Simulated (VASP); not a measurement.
Runs of VASP 6.6.1 on DyO. The structure is cubic, space group F-43m (No. 216). Conventional cell: a = 5.052 Å, b = 5.052 Å, c = 5.052 Å, α = 90.00°, β = 90.00°, γ = 90.00°. Around Dy (site symmetry -43m) lie 4 O at 2.19 Å. Around O (site symmetry -43m) lie 4 Dy at 2.19 Å. The cell comes from a database or a generator and needn't be the stable form of this composition.

| level | spin | U | gap on the mesh (eV) | pressure (GPa) | moment (μB) |
| --- | --- | --- | --- | --- | --- |
| r2SCAN+U | collinear, ferromagnetic start | Dy f U = 3 eV | none | 17.5 | 5.38 |
| LDA+U | collinear, zero start | Dy f U = 8 eV | none | 9.7 | 1.99 |
| LDA+U | collinear, zero start | Dy f U = 3 eV | none | 7.1 | 0.09 |
| LDA+U | collinear, random start | Dy f U = 3 eV | none | 8.8 | 4.68 |
| LDA+U | collinear, random start | Dy f U = 8 eV | none | (a) | 4.89 |
| LDA+U | collinear, ferromagnetic start | Dy f U = 8 eV | none | (b) | 4.89 |

Alike in all rows: task single point; potentials or basis VASP PAW PBE potentials, release 64 (Dy, O); cell as given; k mesh 6 × 6 × 6; cutoff (eV) 520; smearing gaussian 0.05 eV.

Q: Fill in the values left out.

A: (a) 8.1; (b) 8.2.

Caveats: the magnetic or orbital state may not be the lowest; the PAW data sets were made with another functional, which shifts forces and pressure a little; spin-orbit coupling is left out, which moves the levels of the heavy elements.

A k mesh can miss the band edges, and the runs leave out spin-orbit coupling on Dy.

A gap of «none» marks a metal or a gap under the smearing width.

Not every run made on this cell is shown here.
